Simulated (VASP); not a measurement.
Computed with r2SCAN meta-GGA, VASP's PBE PAW potentials (set 64) (plane waves; VASP).

The input files of a VASP run:

File KPOINTS:
```
Automatic mesh
0
Gamma
5 5 5
0 0 0
```

POSCAR:
```
ZrPbO3
1
    4.1441566362    -0.0000000000    -0.0000000000
   -0.0000000000     4.1441566362    -0.0000000000
   -0.0000000000    -0.0000000000     4.1441566362
Zr Pb O
1 1 3
Direct
  0.0000000000   0.0000000000   0.0000000000
  0.5000000000   0.5000000000   0.5000000000
  0.5000000000   0.0000000000   0.0000000000
  0.0000000000   0.5000000000   0.0000000000
  0.0000000000   0.0000000000   0.5000000000
```

### INCAR
```
! general
SYSTEM   =  ZrPbO3
PREC     =  Accurate
ENCUT    =  520
LREAL    =  .FALSE.
LASPH    =  .TRUE.

! electronic loop
EDIFF    =  1E-6
NELM     =  100
ALGO     =  Normal
LMAXMIX  =  4
LMIXTAU  =  .TRUE.

! smearing
ISMEAR   =  0
SIGMA    =  0.05

! functional
METAGGA  =  R2SCAN

! ions
IBRION   =  2
NSW      =  60
ISIF     =  3
EDIFFG   =  -0.02

! output
LWAVE    =  .FALSE.
LCHARG   =  .FALSE.
```

POTCAR, in this order: Zr_sv Pb_d O (PBE.64 set). Program: vasp_std.

What VASP printed:

### OUTCAR
```
 ion  position               nearest neighbor table
   1  0.000  0.000  0.000-   3 2.07   4 2.07   5 2.07   5 2.07   4 2.07   3 2.07   2 3.59   2 3.59
                             2 3.59   2 3.59   2 3.59   2 3.59   2 3.59   2 3.59
   2  0.500  0.500  0.500-   3 2.93   4 2.93   5 2.93   3 2.93   4 2.93   3 2.93   5 2.93   3 2.93
                             4 2.93   5 2.93   4 2.93   5 2.93   1 3.59   1 3.59   1 3.59   1 3.59
   3  0.500  0.000  0.000-   1 2.07   1 2.07   2 2.93   2 2.93   2 2.93   2 2.93
   4  0.000  0.500  0.000-   1 2.07   1 2.07   2 2.93   2 2.93   2 2.93   2 2.93
   5  0.000  0.000  0.500-   1 2.07   1 2.07   2 2.93   2 2.93   2 2.93   2 2.93
  LATTYP: Found a simple cubic cell.
 ALAT       =     4.1441566362
 Subroutine PRICEL returns:
 Original cell was already a primitive cell.
 Subroutine GETGRP returns: Found 48 space group operations
The static configuration has the point symmetry O_h .
The dynamic configuration has the point symmetry O_h .
 Subroutine INISYM returns: Found 48 space group operations
 Subroutine IBZKPT returns following result:
 Found     10 irreducible k-points:

 Following reciprocal coordinates:
            Coordinates               Weight
  0.000000  0.000000  0.000000      1.000000
  0.200000  0.000000  0.000000      6.000000
  0.400000  0.000000  0.000000      6.000000
  0.200000  0.200000  0.000000     12.000000
...
```

File OSZICAR:
```
       N       E                     dE             d eps       ncg     rms          rms(c)
DAV:   1     0.473624283302E+03    0.47362E+03   -0.23884E+04   520   0.199E+03
DAV:   2    -0.730954144578E+02   -0.54672E+03   -0.53311E+03   584   0.532E+02
DAV:   3    -0.130983560292E+03   -0.57888E+02   -0.54623E+02   666   0.177E+02
DAV:   4    -0.134135266982E+03   -0.31517E+01   -0.31463E+01   880   0.378E+01
DAV:   5    -0.134195035720E+03   -0.59769E-01   -0.59738E-01   718   0.449E+00    0.331E+01
DAV:   6    -0.112247710574E+03    0.21947E+02   -0.34685E+01   688   0.536E+01    0.123E+01
DAV:   7    -0.109543453320E+03    0.27043E+01   -0.27559E+00   596   0.144E+01    0.528E+00
DAV:   8    -0.114123861175E+03   -0.45804E+01   -0.17638E+00   524   0.115E+01    0.217E+00
DAV:   9    -0.109805328758E+03    0.43185E+01   -0.87346E-01   522   0.827E+00    0.277E-01
DAV:  10    -0.110312544123E+03   -0.50722E+00   -0.30160E-01   556   0.414E+00    0.403E-01
DAV:  11    -0.110258210253E+03    0.54334E-01   -0.13965E-02   850   0.113E+00    0.366E-01
DAV:  12    -0.110328305138E+03   -0.70095E-01   -0.30782E-02   636   0.141E+00    0.147E-01
DAV:  13    -0.110342037088E+03   -0.13732E-01   -0.23475E-02   532   0.167E+00    0.152E-01
DAV:  14    -0.110353282553E+03   -0.11245E-01   -0.65029E-03   564   0.809E-01    0.103E-01
DAV:  15    -0.110353400864E+03   -0.11831E-03   -0.49682E-04   714   0.233E-01    0.620E-02
DAV:  16    -0.110352727703E+03    0.67316E-03   -0.41654E-04   566   0.202E-01    0.481E-02
DAV:  17    -0.110353404572E+03   -0.67687E-03   -0.56107E-04   646   0.226E-01    0.820E-03
DAV:  18    -0.110353457432E+03   -0.52859E-04   -0.41700E-05   700   0.659E-02    0.332E-03
DAV:  19    -0.110353460230E+03   -0.27987E-05   -0.17446E-06   494   0.114E-02    0.361E-03
DAV:  20    -0.110353460025E+03    0.20484E-06   -0.10025E-06   358   0.121E-02
   1 F= -.11035346E+03 E0= -.11035346E+03  d E =-.110353E+03
       N       E                     dE             d eps       ncg     rms          rms(c)
DAV:   1    -0.110601005062E+03   -0.24754E+00   -0.90003E+00   612   0.395E+01    0.483E+00
DAV:   2    -0.110383083246E+03    0.21792E+00   -0.86103E-01   600   0.940E+00    0.171E+00
DAV:   3    -0.110348104831E+03    0.34978E-01   -0.98903E-02   630   0.520E+00    0.352E-01
DAV:   4    -0.110347000028E+03    0.11048E-02   -0.32024E-02   904   0.218E+00    0.357E-01
DAV:   5    -0.110341799158E+03    0.52009E-02   -0.10631E-02   636   0.119E+00    0.892E-02
DAV:   6    -0.110341042868E+03    0.75629E-03   -0.17040E-02   600   0.176E+00    0.210E-01
DAV:   7    -0.110350151816E+03   -0.91089E-02   -0.74000E-03   592   0.848E-01    0.394E-02
DAV:   8    -0.110350319494E+03   -0.16768E-03   -0.47939E-04   740   0.255E-01    0.195E-02
DAV:   9    -0.110350340294E+03   -0.20800E-04   -0.43044E-05   668   0.489E-02    0.142E-02
DAV:  10    -0.110350329811E+03    0.10483E-04   -0.48088E-06   562   0.189E-02    0.124E-02
DAV:  11    -0.110350341053E+03   -0.11242E-04   -0.12828E-05   588   0.320E-02    0.605E-03
DAV:  12    -0.110350344526E+03   -0.34729E-05   -0.23845E-06   412   0.148E-02    0.312E-03
DAV:  13    -0.110350344529E+03   -0.32705E-08   -0.21716E-07   306   0.512E-03
   2 F= -.11035034E+03 E0= -.11035034E+03  d E =0.311550E-02
       N       E                     dE             d eps       ncg     rms          rms(c)
DAV:   1    -0.110438182166E+03   -0.87838E-01   -0.27292E+00   604   0.214E+01    0.270E+00
DAV:   2    -0.110369383700E+03    0.68798E-01   -0.25759E-01   604   0.511E+00    0.924E-01
DAV:   3    -0.110358834662E+03    0.10549E-01   -0.30921E-02   654   0.266E+00    0.178E-01
DAV:   4    -0.110358747321E+03    0.87341E-04   -0.83578E-03   886   0.111E+00    0.188E-01
DAV:   5    -0.110354649534E+03    0.40978E-02   -0.54492E-03   628   0.799E-01    0.872E-02
DAV:   6    -0.110358587836E+03   -0.39383E-02   -0.39184E-03   602   0.794E-01    0.624E-02
DAV:   7    -0.110359358750E+03   -0.77091E-03   -0.94166E-04   776   0.287E-01    0.246E-02
DAV:   8    -0.110359535645E+03   -0.17690E-03   -0.13144E-04   710   0.122E-01    0.154E-02
DAV:   9    -0.110359533155E+03    0.24901E-05   -0.26760E-05   740   0.371E-02    0.596E-03
DAV:  10    -0.110359537954E+03   -0.47988E-05   -0.76779E-06   526   0.293E-02    0.117E-03
DAV:  11    -0.110359538555E+03   -0.60126E-06   -0.13066E-06   382   0.109E-02
   3 F= -.11035954E+03 E0= -.11035954E+03  d E =-.607853E-02
```

### OUTCAR
```
------------------------ aborting loop because EDIFF is reached ----------------------------------------
  FORCE on cell =-STRESS in cart. coord.  units (eV):
  Direction    XX          YY          ZZ          XY          YZ          ZX
  --------------------------------------------------------------------------------------
  Total       -0.0038529     -0.0038529     -0.0038529      0.0000000     -0.0000000      0.0000000
  in kB       -0.0856546     -0.0856546     -0.0856546      0.0000000     -0.0000000      0.0000000
  external PRESSURE =      -0.0856546 kB  Pullay stress =       0.0000000 kB
  volume of cell :       72.07
      direct lattice vectors                 reciprocal lattice vectors
     4.161485071  0.000000000 -0.000000000     0.240298832  0.000000000 -0.000000000
    -0.000000000  4.161485071 -0.000000000     0.000000000  0.240298832  0.000000000
     0.000000000  0.000000000  4.161485071     0.000000000  0.000000000  0.240298832
 POSITION                                       TOTAL-FORCE (eV/Angst)
 -----------------------------------------------------------------------------------
      0.00000      0.00000      0.00000         0.000000      0.000000      0.000000
      2.08074      2.08074      2.08074        -0.000000      0.000000      0.000000
      2.08074      0.00000     -0.00000         0.000000      0.000000      0.000000
     -0.00000      2.08074     -0.00000         0.000000      0.000000      0.000000
      0.00000      0.00000      2.08074         0.000000      0.000000      0.000000
 -----------------------------------------------------------------------------------
    total drift:                                0.000000      0.000000     -0.000000
  FREE ENERGIE OF THE ION-ELECTRON SYSTEM (eV)
  ---------------------------------------------------
  free  energy   TOTEN  =      -110.3595385554 eV

  energy  without entropy=     -110.3595385554  energy(sigma->0) =     -110.35953856

 reached required accuracy - stopping structural energy minimisation
```
(Selected blocks of OUTCAR.)

### CONTCAR
```
ZrPbO3
   1.00000000000000
     4.1614850709979381    0.0000000000000000   -0.0000000000000000
    -0.0000000000000000    4.1614850709979381   -0.0000000000000000
     0.0000000000000000    0.0000000000000000    4.1614850709979381
  Zr              Pb              O
     1     1     3
Direct
     0.0000000000000000    0.0000000000000000    0.0000000000000000
     0.5000000000000000    0.5000000000000000    0.5000000000000000
     0.5000000000000000    0.0000000000000000    0.0000000000000000
     0.0000000000000000    0.5000000000000000    0.0000000000000000
     0.0000000000000000    0.0000000000000000    0.5000000000000000
```

The structure comes from a computed database's ZrPbO3 entry (Pm-3m); how it stands against other phases isn't given here. This run relaxes it. Symmetry was kept, so distortions that lower it aren't found. The start is the result of an earlier pass.
